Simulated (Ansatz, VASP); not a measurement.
# Cross-check of Ta2N (Ta2N (P-31m)) between VASP and Ansatz, part 2 of 2

Aim: how closely do two programs agree when they are given the same cell, functional and k mesh? The cell is taken from a series of runs on this material, whose earlier steps may have relaxed, scaled, displaced or heated it; both programs get it as it stands.

VASP 6.6.1 and Ansatz 0.2.0.

So far: Starting point; VASP: relaxation of cell and atoms, r2SCAN.

## Step 3: Ansatz: relaxation of cell and atoms, r2SCAN

Level of this step: Ansatz beside VASP: Kohn-Sham DFT, plane waves, r2SCAN (Ansatz).

Ansatz runs on its default PAW (the set named soft_2) files.

The same cell, functional, mesh and smearing now go to Ansatz.

input.yaml reads:

```yaml
crystal:
  lattice:
    - [5.2965721, 0.0, 0.0]
    - [-2.648286, 4.5869659, 0.0]
    - [0.0, 0.0, 4.9391826]
  atoms:
    - { symbol: Ta, position: [0.66636168, 0.66636168, 0.75361826] }
    - { symbol: Ta, position: [0.0, 0.33363832, 0.75361826] }
    - { symbol: Ta, position: [0.33363832, 0.0, 0.75361826] }
    - { symbol: Ta, position: [0.33363832, 0.33363832, 0.24638174] }
    - { symbol: Ta, position: [0.0, 0.66636168, 0.24638174] }
    - { symbol: Ta, position: [0.66636168, 0.0, 0.24638174] }
    - { symbol: "N", position: [0.66666667, 0.33333333, 0.5] }
    - { symbol: "N", position: [0.33333333, 0.66666667, 0.5] }
    - { symbol: "N", position: [0.0, 0.0, 0.0] }
basis:
  ecutwfc: 500
  xc_grid: 2
hamiltonian:
  xc: r2scan
kpoints:
  mp_grid: { grid: [9, 9, 8] }
scf:
  occupations: { method: fermi_dirac, width: 0.05 }
  max_iter: 150
output:
  forces: true
  stress: true
relax:
  f_tol: 0.01
  max_steps: 60
  cell: {}
checkpoint:
  write: "../r2scan.run"
  compress: false
  write_wavefunctions: false
  write_every: 100000
```

Launch:

```console
ansatz run input.yaml --threads 1 --pin off --max-ram 2355MiB --backend cpu --events-out ev --progress --plain --runs-dir out
```

Numbers of over 12 decimals in the logs are rounded to 6 here.

The program printed:

```text
Engine: ansatz 0.2.0, x86_64-unknown-linux-gnu
Pseudopotentials: kind: paw
Pseudopotential: Ta, paw, valence charge 13, recommended cutoff 500 eV (meta_gga), Ta.paw.azcp
Pseudopotential: N, paw, valence charge 5, recommended cutoff 500 eV (meta_gga), N.paw.azcp
Functional definition: r2SCAN
  parameter k0 = 0.174
  parameter k1 = 0.065
  parameter a1 = 4.9479
  exchange = r2scan_x(k0 = k0, k1 = k1, a1 = a1)
  correlation = r2scan_c
Crystal: 9 atoms, lattice volume = 119.998 Å³
Basis set: ecut = 500 eV, 3007 PW (Γ), exchange–correlation on 80×80×80 points (8 copies of the dense FFT grid, shifted against one another)
Bands: 56, of which v1, the nominal top of the filled ones, is band 47 counted from 1 (46 counted from 0)
Symmetry: 12 space group operations
Space group: P-31m (ITA 162), of the structure as read, at distance tolerance 4.9e-5 Å
k-points: 81 of 648
Non-local potential: Ta, projectors of the file, l = 0: 3, l = 1: 2, l = 2: 2, l = 3: 1
Non-local potential: N, projectors of the file, l = 0: 2, l = 1: 2, l = 2: 1
PAW form: soft (Blöchl's): semilocal exchange-correlation on the pseudo side does not see the compensation charge
PAW frozen core: Ta, regenerated for the run's functional (the file was generated under x = pbe(κ = 0.804, μ = 0.219515), c = pbe(β = 0.066725))
PAW frozen core: N, regenerated for the run's functional (the file was generated under x = pbe(κ = 0.804, μ = 0.219515), c = pbe(β = 0.066725))
PAW one-centre angular grid: Ta, 590 points (default); XC on 160 Gauss nodes
PAW one-centre angular grid: N, 302 points (default); XC on 160 Gauss nodes
Initial density: superposition of atomic densities (neutral atoms: chi_scale 0, normalization atom), corrected by the library's trained network
Initial wavefunctions: pseudopotential atomic-orbital guess
Functional: x = r2scan, c = r2scan; τ floored in thin density (d = 2e-4 eV/Å³)
SCF iter   1: F=—  HF=-60829.411138 eV  |F-HF|=—  |Δ(HF+E_count)|=         —  Δρ=9.03e-3  dr2=6.28e-2  dr2_τ=4.78e-1  ethr=1.77e-3  ⟨swp⟩=7.3  Hψ=18573  notcnv=0  defer=18
preconditioner: auto → Kerker (q_TF=auto, 2.615 Å⁻¹)  [metal: Δε(μ)=0.013 eV  Ē_g=8.415 eV  σ=0.050 eV  W_gap=0.07  n_scr=28 (ndim 8)  ℏωp=22.7 eV  f_vac=0.000  D(μ)=2.72/eV (n_scr^D=20)]
SCF iter   2: F=—  HF=-60829.665001 eV  |F-HF|=—  |Δ(HF+E_count)|=   2.54e-1  Δρ=6.65e-3  dr2=3.94e-2  dr2_τ=1.68e-3  ethr=6.76e-5  ⟨swp⟩=2.0  Hψ=9184  notcnv=0  defer=133
SCF iter   3: F=—  HF=-60829.675267 eV  |F-HF|=—  |Δ(HF+E_count)|=   1.03e-2  Δρ=4.07e-3  dr2=1.94e-2  dr2_τ=4.14e-3  ethr=4.24e-5  ⟨swp⟩=2.1  Hψ=6876  notcnv=0  defer=133
SCF iter   4: F=—  HF=-60829.672359 eV  |F-HF|=—  |Δ(HF+E_count)|=   2.91e-3  Δρ=2.09e-3  dr2=5.22e-3  dr2_τ=3.20e-4  ethr=2.09e-5  ⟨swp⟩=2.0  Hψ=5371  notcnv=0  defer=133
SCF iter   5: F=—  HF=-60829.671442 eV  |F-HF|=—  |Δ(HF+E_count)|=   9.16e-4  Δρ=3.49e-4  dr2=1.74e-4  dr2_τ=1.03e-5  ethr=5.62e-6  ⟨swp⟩=2.0  Hψ=6211  notcnv=0  defer=133
SCF iter   6: F=—  HF=-60829.671454 eV  |F-HF|=—  |Δ(HF+E_count)|=   1.17e-5  Δρ=5.66e-5  dr2=4.42e-6  dr2_τ=4.07e-7  ethr=1.87e-7  ⟨swp⟩=2.0  Hψ=6232  notcnv=0  defer=133
SCF iter   7: F=—  HF=-60829.671457 eV  |F-HF|=—  |Δ(HF+E_count)|=   3.08e-6  Δρ=2.07e-5  dr2=3.87e-7  dr2_τ=7.57e-8  ethr=4.75e-9  ⟨swp⟩=2.0  Hψ=6281  notcnv=0  defer=133
SCF iter   8: F=-60829.671457 eV  HF=-60829.671457 eV  |F-HF|=3.37e-9  |Δ(HF+E_count)|=   7.72e-8  Δρ=5.70e-6  dr2=3.22e-8  dr2_τ=3.73e-9  ethr=1.08e-10  ⟨swp⟩=5.0  Hψ=16387  notcnv=0
SCF 1 converged in 8 iterations: F = -60829.671457 eV  dr2 = 3.22e-8
  greatest PAW one-centre occupation: 0.998 electrons in one spin orbital (limit 2), on the Ta atom at site 5 (counted from 0), in its partial waves of l = 0
relax step   1: F+E_penalty+E_count = -60829.67145723 eV  Δ(F+E_penalty+E_count) = +0.000e0 eV  max|allowed force component| = 5.249e-2 eV/Å  Δτ_max = 0.0000 Å  P = -1.194 GPa  Ω = 119.998 Å³  (8 SCF iters, dr2 threshold 1.00e-7 eV, accepted)
[...]
relax step   3: F+E_penalty+E_count = -60829.67408789 eV  Δ(F+E_penalty+E_count) = -1.695e-3 eV  max|allowed force component| = 1.073e-2 eV/Å  Δτ_max = 0.0045 Å  P = +0.060 GPa  Ω = 119.509 Å³  energy of the carried Pulay correction = +2.413e-4 eV  (6 SCF iters, dr2 threshold 9.00e-7 eV, accepted)
[...]
relax step   4: F+E_penalty+E_count = -60829.67409142 eV  Δ(F+E_penalty+E_count) = -3.529e-6 eV  max|allowed force component| = 8.107e-4 eV/Å  Δτ_max = 0.0005 Å  P = +0.012 GPa  Ω = 119.530 Å³  energy of the carried Pulay correction = +2.311e-4 eV  (5 SCF iters, dr2 threshold 1.88e-8 eV, accepted)
[...]
relax step   5: F+E_penalty+E_count = -60829.67409922 eV  Δ(F+E_penalty+E_count) = -7.807e-6 eV  max|allowed force component| = 4.531e-4 eV/Å  Δτ_max = 0.0000 Å  P = +0.006 GPa  Ω = 119.533 Å³  energy of the carried Pulay correction = +2.296e-4 eV  (5 SCF iters, dr2 threshold 7.62e-9 eV, accepted)
[...]
relax step   6: F+E_penalty+E_count = -60829.67386114 eV  Δ(F+E_penalty+E_count) = +2.381e-4 eV  max|allowed force component| = 3.479e-4 eV/Å  Δτ_max = 0.0000 Å  P = +0.005 GPa  Ω = 119.533 Å³  stress off target by 9.68e-3 GPa  SCF on the basis re-selected at this cell (its energy is not comparable with the rows above)  (5 SCF iters)
basis re-selected at this cell: Δ(F+E_penalty+E_count) = +2.381e-4 eV, ΔP = -0.001 GPa vs the last step (what re-selecting the basis moved, of the pressure what is left beyond the Pulay correction that the steps carried, after the strain that the cell walked since its last selection, with what the two solves' SCF thresholds leave and, on support functions, any second-order correction that the steps lacked; it is no measure of the basis error at this ecutwfc). The dense FFT grid was sized anew with the basis: this SCF ran on 40×40×36 points, the steps before it on 40×40×40, so part of this shift can come from that change (see relax.cell in the input reference). [rest of the remark cut]
SCF converged after 5 iterations
Free energy (F): -60829.673861 eV
Harris-Foulkes:  -60829.673861 eV  (|F-HF|=3.64e-11)
Internal energy: -60829.651317 eV  (E = F + TS)
E sigma→0 (E₀):  -60829.662589 eV
Entropy (-TS):   -0.022544 eV (-2.505 meV/atom)
Fermi energy:    19.942197 eV
--- Per-component energies (eV) ---
  E_band       = -582.900668
  E_kinetic    = 2607.473312
  E_local      = -3630.822651  (includes V_loc(G=0)·N_el)
  E_nonlocal   = 222.104047
  E_hartree    = 1256.927874
  E_xc         = -1411.099793
  E_vxc        = -1592.691023  (∫ρ·V_xc dr)
  E_paw        = -50926.056257  (= ΣΔE_a)
  E_vpaw       = -784.113428  (= ΣTr[D̂ρ^β])
  E_aug_tail   = 0.000586  (compensation charges beyond the density's cutoff)
  E_vtau       = 81.292715  (kinetic-family band-sum trace: ∫τ·v_τ [+ j·A + Jᵃ·Aᵃ] dr)
  E_ewald      = -8943.552058
  E_core_change = -4.626375  (= ΣΔE_core)
  E_smearing   = -0.022544  (= −TS)
  E_closure    = 0.000000  (closes the sum)
  Σ components = -60829.673861   (vs F -60829.673861, Δ=0.00e0)
--- Forces (eV/Å), atoms counted from 1 ---
  atom   1  Ta    -0.00000421    -0.00000729    -0.00034791
  atom   2  Ta    -0.00000421     0.00000729    -0.00034791
  atom   3  Ta     0.00000842    -0.00000000    -0.00034791
  atom   4  Ta     0.00000421     0.00000729     0.00034791
  atom   5  Ta     0.00000421    -0.00000729     0.00034791
  atom   6  Ta    -0.00000842     0.00000000     0.00034791
  atom   7  N      0.00000000    -0.00000000    -0.00000000
  atom   8  N     -0.00000000     0.00000000     0.00000000
  atom   9  N     -0.00000000     0.00000000     0.00000000
  max |Σ_I F_I| component: 1.16e-17 eV/Å
--- Stress (GPa, compression-positive) ---
        0.009681      -0.000000      -0.000000
       -0.000000       0.009681      -0.000000
       -0.000000      -0.000000      -0.002977
  P = ⅓ Tr σ = 0.0055 GPa (0.055 kbar)
--- Relaxed structure (5 steps of the walk, 5 accepted, 1 SCFs on fresh bases) ---
  F+E_penalty+E_count = -60829.67386114 eV   max|allowed force component| = 3.479e-4 eV/Å   (the final SCF, on the basis selected at the relaxed cell)
  cell:  # Å, volume = 119.5330 Å³
    - [5.290662, -2.883529993513425e-8, -2.7123509820473996e-19]
    - [-2.645331, 4.581847, 1.9855787268179874e-19]
    - [-2.529333432426281e-19, 0, 4.931025]
  atoms:
    - { symbol: Ta, position: [0.666884, 0.666884, 0.753240] }
    - { symbol: Ta, position: [0, 0.333116, 0.753240] }
    - { symbol: Ta, position: [0.333116, 0, 0.753240] }
    - { symbol: Ta, position: [0.333116, 0.333116, 0.246760] }
    - { symbol: Ta, position: [-5.550117924099165e-17, 0.666884, 0.246760] }
    - { symbol: Ta, position: [0.666884, 0, 0.246760] }
    - { symbol: N, position: [0.666667, 0.333333, 0.5] }
    - { symbol: N, position: [0.333333, 0.666667, 0.5] }
    - { symbol: N, position: [0, 0, 0] }
```

## Step 4: Side by side

Known differences besides the potentials themselves: VASP keeps PBE cores, Ansatz makes them for the functional; the data sets hold 93 valence electrons in Ansatz (on its default PAW (the set named soft_2) files) and 81 in VASP; the cutoff is 500 eV in Ansatz and 660 eV in VASP; Ansatz adds a Pulay correction to the stress that steers its cell, VASP none. Total energies have different zeros and are not compared.

The two programs side by side:

```csv
quantity,Ansatz,VASP,difference
volume (Å³),119.53,120.01,-0.40 %
"edge a after relaxation, in the typed setting (Å)",5.291,5.299,-0.15 %
"edge c after relaxation, in the typed setting (Å)",4.931,4.936,-0.10 %
```

## Step 5: What came out

```
difference in volume (relaxation of cell and atoms, r2SCAN) : -0.40 %
```

The difference in volume is -0.40 % (relaxation of cell and atoms, r2SCAN), within the 1.2 % picked in this series as the mark of a large difference, as far as the stopping tolerances let one tell. The data sets hold unlike numbers of valence electrons (93 in Ansatz and 81 in VASP), so part of the differences comes from the potentials. Such differences can come from data sets, numerical settings and the points named under the comparisons, not from the functional's error against experiment.

[Lines on the potential files, build, host, timing and source positions are cut from VASP's logs without a mark.]

[Logs are printed without paths, hosts, clocks, repeated set-up lines and the standing remarks that a program may print on its own settings, such as how far it seeks lower states.]

[Hosts, paths, dates, database ids (printed as entryN), source tags and the programs' standing remarks are cut or masked in the printed files.]
